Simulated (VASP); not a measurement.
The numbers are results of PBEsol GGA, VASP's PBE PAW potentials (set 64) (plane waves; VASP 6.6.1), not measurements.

The input files of a VASP run:

INCAR:
```
NSW=60   # most ionic steps
LCHARG=.FALSE.
LMAXMIX=4
GGA=PS   # PBEsol
LWAVE=.FALSE.
IBRION=2   # conjugate gradients
SYSTEM=Nb
PREC=Accurate
ISIF=3
EDIFFG=-0.01
NELM=100   # most electronic steps
LREAL=.FALSE.
EDIFF=1E-6
SIGMA=0.1   # width (eV)
ISMEAR=1   # Methfessel-Paxton
LASPH=.TRUE.
ALGO=Normal   # blocked Davidson
ENCUT=400   # plane-wave cut-off (eV)
```

### POSCAR
```
Nb
1
    2.9456280000     0.0000000000     0.0000000000
   -1.4728140000     2.5509890000     0.0000000000
    0.0000000000     0.0000000000     4.7825040000
Nb
2
Direct
  0.3333330000   0.6666670000   0.2500000000
  0.6666670000   0.3333330000   0.7500000000
```

KPOINTS:
```
K-points
0
Gamma
13 13 7
0 0 0
```

POTCAR, in this order: Nb_sv (PBE.64 set). Program: vasp_std.

The run wrote:

**OSZICAR**
```
...
   1 F= -.21142720E+02 E0= -.21142944E+02  d E =-.211427E+02
       N       E                     dE             d eps       ncg     rms          rms(c)
DAV:   1    -0.214627978970E+02   -0.32008E+00   -0.12206E+01  2860   0.357E+01    0.290E+00
DAV:   2    -0.212490710723E+02    0.21373E+00   -0.64535E-01  3632   0.715E+00    0.140E+00
DAV:   3    -0.211911432122E+02    0.57928E-01   -0.26451E-01  4304   0.425E+00    0.335E-01
DAV:   4    -0.211906018597E+02    0.54135E-03   -0.11368E-02  3598   0.107E+00    0.151E-01
DAV:   5    -0.211908212353E+02   -0.21938E-03   -0.17339E-03  5317   0.284E-01    0.717E-02
DAV:   6    -0.211907837495E+02    0.37486E-04   -0.50618E-05  3599   0.671E-02    0.494E-02
DAV:   7    -0.211907609445E+02    0.22805E-04   -0.11579E-04  4872   0.993E-02    0.113E-02
DAV:   8    -0.211907607178E+02    0.22669E-06   -0.38121E-06  3529   0.207E-02
   2 F= -.21190761E+02 E0= -.21190167E+02  d E =-.480402E-01
       N       E                     dE             d eps       ncg     rms          rms(c)
DAV:   1    -0.236733439301E+02   -0.24826E+01   -0.11197E+02  2857   0.109E+02    0.843E+00
DAV:   2    -0.218281086084E+02    0.18452E+01   -0.55928E+00  3542   0.213E+01    0.434E+00
DAV:   3    -0.212275714442E+02    0.60054E+00   -0.23869E+00  4291   0.129E+01    0.979E-01
DAV:   4    -0.212276302428E+02   -0.58799E-04   -0.12010E-01  3787   0.311E+00    0.535E-01
DAV:   5    -0.212310808257E+02   -0.34506E-02   -0.17540E-02  5516   0.856E-01    0.226E-01
DAV:   6    -0.212303168462E+02    0.76398E-03   -0.14802E-03  3899   0.348E-01    0.935E-02
DAV:   7    -0.212302954146E+02    0.21432E-04   -0.39765E-04  4718   0.182E-01    0.272E-02
DAV:   8    -0.212302926289E+02    0.27858E-05   -0.12891E-05  3765   0.422E-02    0.963E-03
DAV:   9    -0.212302921874E+02    0.44150E-06   -0.89233E-07  2582   0.112E-02
   3 F= -.21230292E+02 E0= -.21230300E+02  d E =-.875717E-01
       N       E                     dE             d eps       ncg     rms          rms(c)
DAV:   1    -0.217639004304E+02   -0.53361E+00   -0.23785E+01  2898   0.517E+01    0.400E+00
DAV:   2    -0.213711223885E+02    0.39278E+00   -0.12829E+00  3501   0.110E+01    0.195E+00
DAV:   3    -0.212548077010E+02    0.11631E+00   -0.46034E-01  4241   0.606E+00    0.440E-01
DAV:   4    -0.212558656391E+02   -0.10579E-02   -0.13996E-02  3660   0.120E+00    0.256E-01
DAV:   5    -0.212563748305E+02   -0.50919E-03   -0.24703E-03  5340   0.284E-01    0.876E-02
DAV:   6    -0.212563623511E+02    0.12479E-04   -0.40913E-05  3651   0.527E-02    0.107E-01
DAV:   7    -0.212563872713E+02   -0.24920E-04   -0.83150E-05  3323   0.117E-01    0.122E-02
DAV:   8    -0.212563868577E+02    0.41365E-06   -0.25202E-06  3278   0.142E-02
   4 F= -.21256387E+02 E0= -.21255816E+02  d E =-.113666E+00
       N       E                     dE             d eps       ncg     rms          rms(c)
DAV:   1    -0.212913615329E+02   -0.34974E-01   -0.14636E+00  2887   0.127E+01    0.993E-01
DAV:   2    -0.212664641107E+02    0.24897E-01   -0.75694E-02  3524   0.264E+00    0.493E-01
DAV:   3    -0.212589166336E+02    0.75475E-02   -0.30328E-02  4192   0.153E+00    0.119E-01
DAV:   4    -0.212589382165E+02   -0.21583E-04   -0.11348E-03  3591   0.346E-01    0.641E-02
DAV:   5    -0.212589812274E+02   -0.43011E-04   -0.17826E-04  5518   0.802E-02    0.231E-02
DAV:   6    -0.212589827604E+02   -0.15330E-05   -0.22490E-06  2691   0.104E-02    0.213E-02
DAV:   7    -0.212589824600E+02    0.30041E-06   -0.97189E-06  3250   0.357E-02
   5 F= -.21258982E+02 E0= -.21258624E+02  d E =-.116262E+00
       N       E                     dE             d eps       ncg     rms          rms(c)
DAV:   1    -0.214748770190E+02   -0.21589E+00   -0.75934E+00  3270   0.308E+01    0.282E+00
DAV:   2    -0.213015431064E+02    0.17333E+00   -0.53128E-01  3668   0.742E+00    0.121E+00
DAV:   3    -0.212640316606E+02    0.37511E-01   -0.22225E-01  4815   0.419E+00    0.598E-01
DAV:   4    -0.212655443356E+02   -0.15127E-02   -0.10831E-02  3990   0.969E-01    0.298E-01
DAV:   5    -0.212673473019E+02   -0.18030E-02   -0.52230E-03  5216   0.421E-01    0.159E-01
DAV:   6    -0.212674674382E+02   -0.12014E-03   -0.40169E-04  3327   0.208E-01    0.131E-02
DAV:   7    -0.212674665760E+02    0.86220E-06   -0.36033E-05  4584   0.454E-02    0.603E-03
DAV:   8    -0.212674662654E+02    0.31057E-06   -0.19377E-06  2218   0.180E-02
   6 F= -.21267466E+02 E0= -.21267769E+02  d E =-.848381E-02
       N       E                     dE             d eps       ncg     rms          rms(c)
DAV:   1    -0.212771811335E+02   -0.97146E-02   -0.34050E-01  3281   0.653E+00    0.599E-01
DAV:   2    -0.212696386924E+02    0.75424E-02   -0.22803E-02  3570   0.154E+00    0.255E-01
DAV:   3    -0.212679430093E+02    0.16957E-02   -0.93105E-03  4688   0.873E-01    0.124E-01
DAV:   4    -0.212680372100E+02   -0.94201E-04   -0.47592E-04  4066   0.206E-01    0.565E-02
DAV:   5    -0.212681162986E+02   -0.79089E-04   -0.28041E-04  5241   0.100E-01    0.308E-02
DAV:   6    -0.212681224886E+02   -0.61900E-05   -0.16271E-05  3248   0.448E-02    0.233E-03
DAV:   7    -0.212681230563E+02   -0.56769E-06   -0.66283E-07  1870   0.824E-03
   7 F= -.21268123E+02 E0= -.21268377E+02  d E =-.914060E-02
       N       E                     dE             d eps       ncg     rms          rms(c)
DAV:   1    -0.212833994451E+02   -0.15277E-01   -0.58143E-01  3130   0.900E+00    0.768E-01
DAV:   2    -0.212735945563E+02    0.98049E-02   -0.37477E-02  3839   0.206E+00    0.364E-01
DAV:   3    -0.212701619372E+02    0.34326E-02   -0.16056E-02  4862   0.121E+00    0.163E-01
DAV:   4    -0.212702763626E+02   -0.11443E-03   -0.94930E-04  4153   0.302E-01    0.733E-02
DAV:   5    -0.212703780333E+02   -0.10167E-03   -0.36587E-04  5387   0.119E-01    0.375E-02
DAV:   6    -0.212703788335E+02   -0.80028E-06   -0.20265E-05  3399   0.488E-02    0.410E-03
DAV:   7    -0.212703781891E+02    0.64442E-06   -0.94094E-07  2100   0.109E-02
   8 F= -.21270378E+02 E0= -.21270440E+02  d E =-.225513E-02
       N       E                     dE             d eps       ncg     rms          rms(c)
DAV:   1    -0.212721265158E+02   -0.17477E-02   -0.70790E-02  3131   0.314E+00    0.269E-01
DAV:   2    -0.212709256511E+02    0.12009E-02   -0.45585E-03  3809   0.716E-01    0.128E-01
DAV:   3    -0.212705074303E+02    0.41822E-03   -0.19597E-03  4826   0.423E-01    0.568E-02
DAV:   4    -0.212705192922E+02   -0.11862E-04   -0.11913E-04  4187   0.106E-01    0.251E-02
DAV:   5    -0.212705296929E+02   -0.10401E-04   -0.45314E-05  5369   0.421E-02    0.131E-02
DAV:   6    -0.212705286624E+02    0.10305E-05   -0.23291E-06  2388   0.172E-02    0.139E-03
DAV:   7    -0.212705285109E+02    0.15145E-06   -0.20439E-07  1586   0.644E-03
   9 F= -.21270529E+02 E0= -.21270511E+02  d E =-.240545E-02
       N       E                     dE             d eps       ncg     rms          rms(c)
DAV:   1    -0.212705377567E+02   -0.90943E-05   -0.41717E-04  3126   0.241E-01    0.208E-02
DAV:   2    -0.212705306145E+02    0.71422E-05   -0.26588E-05  3820   0.547E-02    0.989E-03
DAV:   3    -0.212705276241E+02    0.29904E-05   -0.11279E-05  3994   0.325E-02    0.421E-03
DAV:   4    -0.212705279733E+02   -0.34926E-06   -0.66311E-07  1554   0.864E-03
  10 F= -.21270528E+02 E0= -.21270517E+02  d E =-.240492E-02
       N       E                     dE             d eps       ncg     rms          rms(c)
DAV:   1    -0.212705599932E+02   -0.32369E-04   -0.10038E-03  3291   0.361E-01    0.344E-02
DAV:   2    -0.212705385217E+02    0.21472E-04   -0.72308E-05  3603   0.868E-02    0.150E-02
DAV:   3    -0.212705331338E+02    0.53879E-05   -0.30098E-05  4812   0.498E-02    0.678E-03
DAV:   4    -0.212705325572E+02    0.57655E-06   -0.12549E-06  1834   0.121E-02
  11 F= -.21270533E+02 E0= -.21270530E+02  d E =-.458392E-05
```

OUTCAR:
```
------------------------ aborting loop because EDIFF is reached ----------------------------------------
  FORCE on cell =-STRESS in cart. coord.  units (eV):
  Direction    XX          YY          ZZ          XY          YZ          ZX
  --------------------------------------------------------------------------------------
  Total        0.0114376      0.0114376      0.0184265      0.0000000     -0.0000000      0.0000000
  in kB        0.5109477      0.5109478      0.8231585      0.0000000     -0.0000000      0.0000000
  external PRESSURE =       0.6150180 kB  Pullay stress =       0.0000000 kB
  volume of cell :       35.86
      direct lattice vectors                 reciprocal lattice vectors
     2.827917055  0.000000000 -0.000000000     0.353617161  0.204160939 -0.000000000
    -1.413958528  2.449048292  0.000000000    -0.000000000  0.408321879 -0.000000000
     0.000000000  0.000000000  5.178512225     0.000000000 -0.000000000  0.193105656
 POSITION                                       TOTAL-FORCE (eV/Angst)
 -----------------------------------------------------------------------------------
     -0.00000      1.63270      1.29463         0.000000     -0.000000      0.000000
      1.41396      0.81635      3.88388        -0.000000      0.000000      0.000000
 -----------------------------------------------------------------------------------
    total drift:                               -0.002225      0.001285     -0.000632
  FREE ENERGIE OF THE ION-ELECTRON SYSTEM (eV)
  ---------------------------------------------------
  free  energy   TOTEN  =       -21.2705325572 eV

  energy  without entropy=      -21.2705253475  energy(sigma->0) =      -21.27053015

 reached required accuracy - stopping structural energy minimisation
```
(Selected blocks of OUTCAR.)

### CONTCAR
```
Nb
   1.00000000000000
     2.8279170552471058    0.0000000000000000   -0.0000000000000000
    -1.4139585276235529    2.4490482922929844    0.0000000000000000
     0.0000000000000000    0.0000000000000000    5.1785122246656874
  Nb
     2
Direct
     0.3333330000000032    0.6666669999999968    0.2500000000000000
     0.6666669999999968    0.3333330000000032    0.7500000000000000
```

The structure was generated: Nb was put into the hcp type (P6_3/mmc), which need not be its known phase. This run relaxes it. Symmetry was kept, so distortions that lower it aren't found.
